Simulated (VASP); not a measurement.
Wanted: the native input for a VASP 6.6.1 run.

```yaml
Task: relaxation of the atoms
Functional: PBEsol
Potentials_or_basis: VASP PAW PBE potentials, release 64 (Fe, Ga_d, As)
Cutoff: 350 eV
k_mesh: 2 × 2 × 2
Occupations: gaussian, width 0.03 eV
Spin: collinear spin, ferromagnetic start
Starting_moments: "[5.0, 0.0, 0.0, 0.0, 0.0, 0.0, 0.0, 0.0, 0.0, 0.0, 0.0, 0.0, 0.0, 0.0, 0.0, 0.0, 0.0, 0.0, 0.0, 0.0, 0.0, 0.0, 0.0, 0.0] μB"
Fixed_moment: 5 μB
Hubbard_terms: Fe d U = 4 eV
Dq: 0
Further_INCAR_settings: LREAL = Auto; ALGO = Normal; EDIFF = 1e-05; ISYM = 0; IBRION = 2; EDIFFG = -0.03; NSW = 60
```

The structure of Ga11FeAs12 (a cell with a defect) lies in POSCAR:

```
Ga11FeAs12
1.0
    0.0000000000      8.4805500000      8.4805500000
    5.6537000000      0.0000000000      5.6537000000
    5.6537000000      5.6537000000      0.0000000000
Fe Ga As
1 11 12
Direct
   -0.0053770000      0.0058510000      0.0046560000
    0.0013490000      0.0049780000      0.4965430000
   -0.0005280000      0.4954040000      0.0019310000
   -0.0049780000      0.5043290000      0.4989690000
    0.3349790000     -0.0012570000     -0.0005460000
    0.3343250000      0.0013660000      0.4970340000
    0.3369630000      0.5041250000     -0.0042900000
    0.3364420000      0.4953550000      0.5037790000
    0.6700080000     -0.0020350000      0.0009730000
    0.6608880000      0.0051650000      0.5032970000
    0.6645810000      0.4990150000     -0.0022830000
    0.6648540000      0.5023550000      0.4996430000
    0.0819780000      0.1286900000      0.1214050000
    0.0858320000      0.1209690000      0.6263290000
    0.0850590000      0.6210570000      0.1225340000
    0.0805030000      0.6270310000      0.6222250000
    0.4200610000      0.1283630000      0.1156160000
    0.4162060000      0.1281140000      0.6221740000
    0.4198520000      0.6193270000      0.1262420000
    0.4145640000      0.6292290000      0.6238970000
    0.7471810000      0.1271420000      0.1290360000
    0.7504920000      0.1283270000      0.6214530000
    0.7491460000      0.6215600000      0.1226100000
    0.7531090000      0.6244870000      0.6207500000
```

The cell isn't the ideal one: atoms moved at random, drawn with an rms of 0.05 Å.

These files were run (other wordings do the same):

INCAR

```
SYSTEM = Ga11FeAs12
PREC = Accurate
ENCUT = 350
EDIFF = 1E-5
ISMEAR = 0
SIGMA = 0.03
LREAL = Auto
LASPH = .True.
NELM = 120
ALGO = Normal
ISIF = 2
LWAVE = .False.
LCHARG = .False.
ISPIN = 2
MAGMOM = 5 0 0 0 0 0 0 0 0 0 0 0 0 0 0 0 0 0 0 0 0 0 0 0
LORBIT = 11
NUPDOWN = 5
LMAXMIX = 4
LDAU = .True.
LDAUTYPE = 2
LDAUL = 2 -1 -1
LDAUU = 4 0 0
LDAUJ = 0 0 0
LDAUPRINT = 1
GGA = PS
IBRION = 2
NSW = 60
EDIFFG = -0.03
ISYM = 0
KPAR = 2
```

KPOINTS

```
regular mesh
0
Gamma
  2 2 2
  0 0 0
```

Potentials or basis: VASP PAW PBE potentials, release 64 (Fe, Ga_d, As).

Run with:

```sh
$ cat potpaw_PBE.64/Fe/POTCAR potpaw_PBE.64/Ga_d/POTCAR potpaw_PBE.64/As/POTCAR > POTCAR
$ mpirun -np 4 vasp_std > vasp.out
```

It gave:

```json
{
  "Energy gained by relaxing": "7.3 meV/atom",
  "Ionic steps": "16",
  "Pressure after relaxing": "0.2 GPa",
  "Largest force after relaxing": "0.021 eV/Å",
  "Net moment": "5.00 μB per cell",
  "Site moments": "Fe +3.74; Ga +0.03, +0.02, +0.01, +0.00; As +0.09, +0.08, +0.01, +0.04, +0.07 μB",
  "Valence electrons inside the program's atomic spheres": "Fe 6.84; Ga 11.67, 11.68; As 2.84, 2.85, 2.83"
}
```

Caveat: the k mesh is coarse (spacing up to 0.48 Å⁻¹), so the values aren't converged; the cutoff is under 1.25 times the usual one of these potentials, so pressure, stress and relaxed cells hold a basis-set (Pulay) error; the PAW data sets were made with another functional, which shifts forces and pressure a little; the total moment is fixed, so each spin has its own Fermi level; only a ferromagnetic start was run, and an antiferromagnetic order may lie lower in energy; the U is typed as a test and isn't derived for this compound.

Wall time 25 min on 4 MPI ranks on Intel(R) Xeon(R) 6975P-C (Granite Rapids), with other jobs on the host, peak memory 0.56 GiB a rank.
